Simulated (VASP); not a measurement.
# LiH2RhC (P4/mmm) in VASP: notebook

One crystal, LiH2RhC, is run at these levels: PBE; tasks: single point, relaxation of cell and atoms.

All numbers are computed with VASP 6.6.1; they aren't measurements. Logs are shortened: lines on timing, memory, paths and dates and some standing lists are left out, and cuts for length are marked.

### Step 1. Starting point

It takes space group P4/mmm (No. 123, tetragonal). The conventional cell has a = 3.548 Å, b = 3.548 Å, c = 3.802 Å, α = 90.00°, β = 90.00°, γ = 90.00°. Li (site symmetry 4/mmm) has 4 C at 2.51 Å and 8 H at 2.60 Å as nearest neighbours. H (site symmetry mmm) has 2 Rh at 1.77 Å as nearest neighbours. Rh (site symmetry 4/mmm) is surrounded by 4 H at 1.77 Å and 2 C at 1.90 Å. C (site symmetry 4/mmm) is surrounded by 2 Rh at 1.90 Å.

The cell was built by a generator and needn't be a form met in nature.

### Step 2. Single point, PBE

Contents of INCAR:

```
SYSTEM = LiH2RhC
PREC = Accurate ; ENCUT = 520
EDIFF = 1E-6 ; ISMEAR = 0
SIGMA = 0.1 ; LREAL = .FALSE.
LASPH = .TRUE. ; NELM = 80
ALGO = Fast ; ISIF = 2
LWAVE = .FALSE. ; LCHARG = .FALSE.
GGA = PE ; NBANDS = 20
```

Contents of KPOINTS:

```
regular mesh
0
G
  10 10 10
  0 0 0
```

Contents of POSCAR:

```
LiH2RhC
1.0
    3.5476242405      0.0000000000      0.0000000000
    0.0000000000      3.5476242405      0.0000000000
    0.0000000000      0.0000000000      3.8021979779
Li H Rh C
1 2 1 1
Direct
    0.5000000000      0.5000000000      0.5000000000
    0.5000000000      0.0000000000      0.0000000000
    0.0000000000      0.5000000000      0.0000000000
    0.0000000000      0.0000000000      0.0000000000
    0.0000000000      0.0000000000      0.5000000000
```

Potentials or basis: VASP PAW PBE potentials, release 64 (Li_sv, H, Rh_pv, C).

Command:

```console
cat potpaw_PBE.64/Li_sv/POTCAR potpaw_PBE.64/H/POTCAR potpaw_PBE.64/Rh_pv/POTCAR potpaw_PBE.64/C/POTCAR > POTCAR
mpirun -np 1 vasp_std > vasp.out
```

OUTCAR:

```text
SYSTEM = LiH2RhC
   PREC = Accurate
   ENCUT = 520
   EDIFF = 1E-6
   ISMEAR = 0
   LREAL = .FALSE.
   LASPH = .TRUE.
   NELM = 80
   ISIF = 2
   GGA = PE

 ion  position               nearest neighbor table
   1  0.500  0.500  0.500-
   2  0.500  0.000  0.000-   4 1.77   4 1.77
   3  0.000  0.500  0.000-   4 1.77   4 1.77
   4  0.000  0.000  0.000-   2 1.77   3 1.77   3 1.77   2 1.77   5 1.90   5 1.90
   5  0.000  0.000  0.500-   4 1.90   4 1.90

  LATTYP: Found a simple tetragonal cell.
 ALAT       =     3.5476242405
 C/A-ratio  =     1.0717589350

  Lattice vectors:

 A1 = (   3.5476242405,   0.0000000000,   0.0000000000)
 A2 = (   0.0000000000,   3.5476242405,   0.0000000000)
 A3 = (   0.0000000000,   0.0000000000,   3.8021979779)

Analysis of symmetry for initial positions (statically):
=====================================================================
 Subroutine PRICEL returns:
 Original cell was already a primitive cell.

 Routine SETGRP: Setting up the symmetry group for a
 simple tetragonal supercell.

 Subroutine GETGRP returns: Found 16 space group operations
 (whereof 16 operations were pure point group operations)
 out of a pool of 16 trial point group operations.

The static configuration has the point symmetry D_4h.

Analysis of symmetry for dynamics (positions and initial velocities):
=====================================================================
 Subroutine PRICEL returns:
 Original cell was already a primitive cell.

 Routine SETGRP: Setting up the symmetry group for a
 simple tetragonal supercell.

 Subroutine GETGRP returns: Found 16 space group operations
 (whereof 16 operations were pure point group operations)
 out of a pool of 16 trial point group operations.

The dynamic configuration has the point symmetry D_4h.

 Subroutine INISYM returns: Found 16 space group operations
 (whereof 16 operations are pure point group operations),
 and found     1 'primitive' translations

----------------------------------------------------------------------------------------

                                     Primitive cell

  volume of cell :      47.8531

  direct lattice vectors                    reciprocal lattice vectors
     3.547624240  0.000000000  0.000000000     0.281878782  0.000000000  0.000000000
     0.000000000  3.547624240  0.000000000     0.000000000  0.281878782  0.000000000
     0.000000000  0.000000000  3.802197978     0.000000000  0.000000000  0.263005768

  length of vectors
     3.547624240  3.547624240  3.802197978     0.281878782  0.281878782  0.263005768

  position of ions in fractional coordinates (direct lattice)
     0.500000000  0.500000000  0.500000000
     0.500000000  0.000000000  0.000000000
     0.000000000  0.500000000  0.000000000
     0.000000000  0.000000000  0.000000000
     0.000000000  0.000000000  0.500000000

  ion indices of the primitive-cell ions
   primitive index   ion index
                 1           1
                 2           2
                 3           3
                 4           4
                 5           5

----------------------------------------------------------------------------------------

 KPOINTS: regular mesh

Automatic generation of k-mesh.
 Grid dimensions read from file:
 generate k-points for:   10   10   10

 Generating k-lattice:

  Cartesian coordinates                     Fractional coordinates (reciprocal lattice)
     0.028187878  0.000000000  0.000000000     0.100000000  0.000000000  0.000000000
     0.000000000  0.028187878  0.000000000     0.000000000  0.100000000  0.000000000
     0.000000000  0.000000000  0.026300577     0.000000000  0.000000000  0.100000000

  Length of vectors
     0.028187878  0.028187878  0.026300577

  Shift w.r.t. Gamma in fractional coordinates (k-lattice)
     0.000000000  0.000000000  0.000000000

 Subroutine IBZKPT returns following result:
 ===========================================

 Found    126 irreducible k-points:

 Following reciprocal coordinates:
            Coordinates               Weight
  0.000000  0.000000  0.000000      1.000000
  0.100000  0.000000  0.000000      4.000000
  0.200000  0.000000  0.000000      4.000000
  0.300000  0.000000  0.000000      4.000000
  0.400000  0.000000  0.000000      4.000000
  0.500000  0.000000  0.000000      2.000000
[... 16 lines left out ...]
  0.100000  0.000000  0.100000      8.000000
  0.200000  0.000000  0.100000      8.000000
 [... further k-points ...]
   k-points           NKPTS =    126   k-points in BZ     NKDIM =    126   number of bands    NBANDS=     20
   number of dos      NEDOS =    301   number of ions     NIONS =      5
   total plane-waves  NPLWV =  21952
   dimension x,y,z NGX =    28 NGY =   28 NGZ =   28
   dimension x,y,z NGXF=    56 NGYF=   56 NGZF=   56
   ions per type =               1   2   1   1
   NGX,Y,Z   is equivalent  to a cutoff of  13.12, 13.12, 12.24 a.u.
   NGXF,Y,Z  is equivalent  to a cutoff of  26.24, 26.24, 24.49 a.u.
 SYSTEM =  LiH2RhC
   PREC   = accura    normal or accurate (medium, high low for compatibility)
   ISTART =      0    job   : 0-new  1-cont  2-samecut
   ICHARG =      2    charge: 1-file 2-atom 10-const
   ISPIN  =      1    spin polarized calculation?
   LNONCOLLINEAR =      F non collinear calculations
   LSORBIT =      F    spin-orbit coupling
   LASPH  =      T    aspherical Exc in radial PAW
   ENCUT  =  520.0 eV  38.22 Ry    6.18 a.u.   6.60  6.60  7.07*2*pi/ulx,y,z
   NELM   =     80;   NELMIN=  2; NELMDL= -5     # of ELM steps
   EDIFF  = 0.1E-05   stopping-criterion for ELM
   LREAL  =      F    real-space projection
   EDIFFG = 0.1E-04   stopping-criterion for IOM
   NSW    =      0    number of steps for IOM
   IBRION =     -1    ionic relax: 0-MD 1-quasi-New 2-CG
   NFREE  =      0    steps in history (QN), initial steepest desc. (CG)
   ISIF   =      2    stress and relaxation
   ISYM   =      2    0-nonsym 1-usesym 2-fastsym
   POTIM  = 0.5000    time-step for ionic-motion
   TEBEG  =    0.0;   TEEND  =   0.0 temperature during run
   PSTRESS=    0.0 pullay stress
   NELECT =      24.0000    total number of electrons
   NUPDOWN=      -1.0000    fix difference up-down
   EMIN   =  10.00;   EMAX   =-10.00  energy-range for DOS
   EFERMI =   0.00;   METHOD = LEGACY
   ISMEAR =     0;   SIGMA  =   0.10  broadening in eV -4-tet -1-fermi 0-gaus
   EFERMI_NEDOS =   21; number of points for ismear=-14 and -15
   IALGO  =     68    algorithm
   IMIX   =      4    mixing-type and parameters
     AMIX     =   0.40;   BMIX     =  1.00
     AMIX_MAG =   1.60;   BMIX_MAG =  1.00
  volume/ion in A,a.u.               =       9.57        64.59
  Fermi-wavevector in a.u.,A,eV,Ry     =   1.300694  2.457956 23.018416  1.691806
  Thomas-Fermi vector in A             =   2.431877
   LORBIT       =      0    0 simple, 1 ext, 2 COOP (PROOUT), +10 PAW based schemes
   GGA     = PE    functional components
   LHFCALC =     F    Hartree Fock is set to
   AEXX    =    0.0000 exact exchange contribution
   IVDW    =     0    specifies the selected vdW correction
   LEPSILON=     F    determine dielectric tensor
   LRPA    =     F    only Hartree local field effects (RPA)
 non-spin polarized calculation
 RMM-DIIS sequential band-by-band and
 Gauss-broadening in eV      SIGMA  =   0.10
  energy-cutoff  :      520.00
  volume of cell :       47.85
 maximum number of plane-waves:      1314
 NGX is ok and might be reduce to    28
   NGX = 13   NGY = 13   NGZ = 15

 number of electron      24.0000016 magnetization

 Free energy of the ion-electron system (eV)
  ---------------------------------------------------
  ext. energy  EPLUGINS =         0.00000000
  ---------------------------------------------------
  free energy    TOTEN  =       -24.00558039 eV

  energy without entropy =      -24.00162388  energy(sigma->0) =      -24.00360214

 E-fermi :   4.5961     XC(G=0): -10.2529

 val. band max:        4.5852612662   @ k =   0.3000   0.3000   0.3000
 cond. band min:       4.6006487100   @ k =   0.5000   0.1000   0.1000
 fundamental gap:      0.0153874438
 Fermi energy:         4.5961080296

 k-point     1 :       0.0000    0.0000    0.0000
  band No.  band energies     occupation
      1     -43.0729      2.00000
      2     -42.4456      2.00000
      3     -42.4456      2.00000
      4     -41.8376      2.00000
      5      -7.2062      2.00000
      6      -3.0759      2.00000
[... 12 lines left out ...]
     19      13.3679      0.00000
     20      16.6112      0.00000

 k-point     2 :       0.1000    0.0000    0.0000
  band No.  band energies     occupation
      1     -43.0728      2.00000
      2     -42.4483      2.00000
      3     -42.4455      2.00000
      4     -41.8374      2.00000
      5      -7.1695      2.00000
      6      -2.9915      2.00000
[... 12 lines left out ...]
     19      13.6365      0.00000
     20      16.3490      0.00000

 k-point     3 :       0.2000    0.0000    0.0000
  band No.  band energies     occupation
      1     -43.0725      2.00000
      2     -42.4553      2.00000
      3     -42.4452      2.00000
      4     -41.8370      2.00000
      5      -7.0728      2.00000
      6      -2.7818      2.00000
[... 12 lines left out ...]
     19      13.8624      0.00000
     20      16.2487      0.00000

 k-point     4 :       0.3000    0.0000    0.0000
  band No.  band energies     occupation
      1     -43.0721      2.00000
      2     -42.4638      2.00000
      3     -42.4448      2.00000
      4     -41.8364      2.00000
      5      -6.9515      2.00000
      6      -2.5593      2.00000
[... 12 lines left out ...]
     19      13.5181      0.00000
     20      17.0028      0.00000

 k-point     5 :       0.4000    0.0000    0.0000
  band No.  band energies     occupation
      1     -43.0717      2.00000
      2     -42.4708      2.00000
      3     -42.4445      2.00000
      4     -41.8359      2.00000
      5      -6.8517      2.00000
      6      -2.4126      2.00000
[... 12 lines left out ...]
     19      13.3621      0.00000
     20      16.1315      0.00000

 k-point     6 :       0.5000    0.0000    0.0000
  band No.  band energies     occupation
      1     -43.0716      2.00000
      2     -42.4734      2.00000
      3     -42.4444      2.00000
      4     -41.8358      2.00000
      5      -6.8131      2.00000
      6      -2.3631      2.00000
[... 12 lines left out ...]
     19      13.2919      0.00000
     20      15.7995      0.00000

 k-point     7 :       0.1000    0.1000    0.0000
  band No.  band energies     occupation
      1     -43.0727      2.00000
      2     -42.4482      2.00000
      3     -42.4481      2.00000
      4     -41.8373      2.00000
      5      -7.1328      2.00000
      6      -2.9007      2.00000
[... 12 lines left out ...]
     19      14.1873      0.00000
     20      16.2503      0.00000
[... 277 lines left out ...]
 k-point    20 :       0.5000    0.4000    0.0000
  band No.  band energies     occupation
      1     -43.0705      2.00000
      2     -42.4716      2.00000
      3     -42.4688      2.00000
      4     -41.8354      2.00000
      5      -6.4415      2.00000
      6      -0.6308      2.00000
[... 12 lines left out ...]
     19      16.0955      0.00000
     20      16.2578      0.00000

 k-point    21 :       0.5000    0.5000    0.0000
  band No.  band energies     occupation
      1     -43.0703      2.00000
      2     -42.4714      2.00000
      3     -42.4714      2.00000
      4     -41.8353      2.00000
      5      -6.4002      2.00000
      6      -0.3701      2.00000
[... 12 lines left out ...]
     19      16.3963      0.00000
     20      16.3963      0.00000

 k-point    22 :       0.0000    0.0000    0.1000
  band No.  band energies     occupation
      1     -43.0732      2.00000
      2     -42.4455      2.00000
      3     -42.4455      2.00000
      4     -41.8375      2.00000
      5      -7.0841      2.00000
      6      -3.0729      2.00000
[... 12 lines left out ...]
     19      13.3741      0.00000
     20      15.7689      0.00000

 k-point    23 :       0.1000    0.0000    0.1000
  band No.  band energies     occupation
      1     -43.0731      2.00000
      2     -42.4482      2.00000
      3     -42.4454      2.00000
      4     -41.8374      2.00000
      5      -7.0474      2.00000
      6      -2.9869      2.00000
[... 12 lines left out ...]
     19      13.8465      0.00000
     20      15.5560      0.00000

 k-point    24 :       0.2000    0.0000    0.1000
  band No.  band energies     occupation
      1     -43.0728      2.00000
      2     -42.4551      2.00000
      3     -42.4451      2.00000
      4     -41.8369      2.00000
      5      -6.9506      2.00000
      6      -2.7735      2.00000
[... 12 lines left out ...]
     19      14.0830      0.00000
     20      15.6601      0.00000

 [... further k-points ...]

------------------------ aborting loop because EDIFF is reached ----------------------------------------

  FORCE on cell =-STRESS in cart. coord.  units (eV):
  Direction    XX          YY          ZZ          XY          YZ          ZX
  --------------------------------------------------------------------------------------
  -------------------------------------------------------------------------------------
  Total       -0.0313090     -0.0313090     -0.0788851      0.0000000      0.0000000      0.0000000
  in kB       -1.0482605     -1.0482605     -2.6411655      0.0000000      0.0000000      0.0000000
  external PRESSURE =      -1.5792289 kB  Pullay stress =       0.0000000 kB

 VOLUME and BASIS-vectors are now :
 -----------------------------------------------------------------------------
  energy-cutoff  :      520.00
  volume of cell :       47.85
      direct lattice vectors                 reciprocal lattice vectors
     3.547624240  0.000000000  0.000000000     0.281878782  0.000000000  0.000000000
     0.000000000  3.547624240  0.000000000     0.000000000  0.281878782  0.000000000
     0.000000000  0.000000000  3.802197978     0.000000000  0.000000000  0.263005768

 POSITION                                       TOTAL-FORCE (eV/Angst)
 -----------------------------------------------------------------------------------
      1.77381      1.77381      1.90110         0.000000      0.000000      0.000000
      1.77381      0.00000      0.00000         0.000000      0.000000      0.000000
      0.00000      1.77381      0.00000         0.000000      0.000000      0.000000
      0.00000      0.00000      0.00000         0.000000      0.000000      0.000000
      0.00000      0.00000      1.90110         0.000000      0.000000      0.000000
 -----------------------------------------------------------------------------------
    total drift:                               -0.000000      0.000000     -0.000000

  FREE ENERGIE OF THE ION-ELECTRON SYSTEM (eV)
  ---------------------------------------------------
  free  energy   TOTEN  =       -24.0055803907 eV

  energy  without entropy=      -24.0016238803  energy(sigma->0) =      -24.00360214
```

It took 3.5 min on 1 thread of Intel Xeon Platinum 8175M at 2.50GHz (Skylake/Cascade Lake), shared host; peak memory 0.25 GiB.

What came out:

```
Free energy            : -24.0056 eV
Band gap on the k mesh : none (metal or under the smearing width)
```

Levels at points of the mesh, in eV from the Fermi level:
```
           k point  band 10  band 11  band 12  band 13  band 14  band 15
(0.00, 0.00, 0.00)    -2.02    -1.18    -0.81    -0.81     3.41     6.16
(0.50, 0.00, 0.00)    -2.55    -1.80    -0.63    -0.26     0.23     4.46
(0.50, 0.50, 0.00)    -3.14    -2.21    -0.95    -0.27     0.35     0.35
(0.00, 0.00, 0.50)    -4.37    -1.98     2.75     2.75     4.81     6.66
(0.50, 0.00, 0.50)    -4.21    -2.46    -1.16     1.76     3.04     5.79
(0.50, 0.50, 0.50)    -3.36    -3.36    -2.19     1.03     1.73     1.73
```

Caveat: the cutoff is under 1.25 times the usual one of these potentials, so pressure, stress and relaxed cells hold a basis-set (Pulay) error.

### Step 3. Relaxation of cell and atoms, PBE

Contents of INCAR:

```
PREC = Accurate
ENCUT = 600
EDIFF = 1E-6
ISMEAR = 0
SIGMA = 0.1
LREAL = F
LASPH = T
NELM = 80
ALGO = Fast
ISIF = 3
LWAVE = F
LCHARG = F
GGA = PE
IBRION = 2
NSW = 100
EDIFFG = -0.01
```

Contents of KPOINTS:

```
regular mesh
0
Gamma
  10 10 10
```

Changes to POSCAR since step 2:

```diff
@@ -2,5 +2,5 @@
 1.0
-    3.5476242405      0.0000000000      0.0000000000
-    0.0000000000      3.5476242405      0.0000000000
-    0.0000000000      0.0000000000      3.8021979779
+    3.5448710123      0.0000000000      0.0000000000
+    0.0000000000      3.5448710123      0.0000000000
+    0.0000000000      0.0000000000      3.8033278737
 Li H Rh C
```

Potentials or basis: VASP PAW PBE potentials, release 64 (Li_sv, H, Rh_pv, C).

Command:

```console
cat potpaw_PBE.64/Li_sv/POTCAR potpaw_PBE.64/H/POTCAR potpaw_PBE.64/Rh_pv/POTCAR potpaw_PBE.64/C/POTCAR > POTCAR
mpirun -np 1 vasp_std > vasp.out
```

It took 5.7 min on 1 thread of Intel Xeon Platinum 8175M at 2.50GHz (Skylake/Cascade Lake), shared host; peak memory 0.27 GiB.

Results (log left out):

- Free energy: -24.0059 eV
- Relaxed volume: 9.55 Å³/atom
- Relaxed cell: a = 3.545 Å, b = 3.545 Å, c = 3.800 Å, α = 90.00°, β = 90.00°, γ = 90.00°
- Space group after relaxing (to 0.05 Å): P4/mmm (No. 123)
- Energy gained by relaxing: 0.0 meV/atom
- Ionic steps: 3
- Pressure after relaxing: 0.0 GPa
- Band gap on the k mesh: none (metal or under the smearing width)

Final structure:
```cif
data_structure
_symmetry_space_group_name_H-M 'P 1'
_symmetry_Int_Tables_number 1
_cell_length_a 3.5449
_cell_length_b 3.5449
_cell_length_c 3.8005
_cell_angle_alpha 90.000
_cell_angle_beta 90.000
_cell_angle_gamma 90.000
_cell_volume 47.76
loop_
_atom_site_label
_atom_site_type_symbol
_atom_site_fract_x
_atom_site_fract_y
_atom_site_fract_z
_atom_site_occupancy
Li1 Li 0.50000 0.50000 0.50000 1
H1 H 0.50000 0.00000 0.00000 1
H2 H 0.00000 0.50000 0.00000 1
Rh1 Rh 0.00000 0.00000 0.00000 1
C1 C 0.00000 0.00000 0.50000 1
```

Levels at points of the mesh, in eV from the Fermi level:
```tsv
k point	band 9	band 10	band 11	band 12	band 13	band 14	band 15	band 16
(0.00, 0.00, 0.00)	-2.68	-2.02	-1.18	-0.81	-0.81	3.42	6.17	7.03
(0.50, 0.00, 0.00)	-2.63	-2.56	-1.80	-0.63	-0.26	0.23	4.47	6.99
(0.50, 0.50, 0.00)	-3.15	-3.15	-2.21	-0.95	-0.27	0.34	0.34	5.04
(0.00, 0.00, 0.50)	-4.38	-4.38	-1.99	2.75	2.75	4.82	6.68	7.96
(0.50, 0.00, 0.50)	-4.24	-4.21	-2.46	-1.16	1.77	3.04	5.79	6.48
(0.50, 0.50, 0.50)	-3.48	-3.37	-3.37	-2.19	1.03	1.73	1.73	5.36
```

Caveat: the cutoff is under 1.25 times the usual one of these potentials, so pressure, stress and relaxed cells hold a basis-set (Pulay) error.

(Continued in part 2 of 2.)
